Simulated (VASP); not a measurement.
Data:

```yaml
crystal:
  lattice:
    - [0.00000, 3.17887, 3.17887]
    - [3.17887, 0.00000, 3.17887]
    - [3.17887, 3.17887, 0.00000]
  atoms:
    - { symbol: K, position: [0.00000, 0.00000, 0.00000] }
    - { symbol: Cl, position: [0.50000, 0.50000, 0.50000] }
```

Level of theory: AM05 GGA, VASP's PBE PAW potentials (set 64) (plane waves; VASP). Settings: 520 eV cut-off, 7×7×7 Γ-centred mesh, Gaussian smearing of 0.050 eV, potentials K_sv Cl.

**Question.** Give the energy at these volumes per atom, relative to the lowest: 30.12, 31.08, 32.04, 33.00, 33.96 Å³.

**Answer.** 6.8, 1.7, 0.0, 1.1, 4.6 meV/atom. A third-order Birch-Murnaghan fit gives B0 = 15.5 GPa and B0′ = 4.9.

The compound is KCl in the rock salt structure. It was relaxed first.
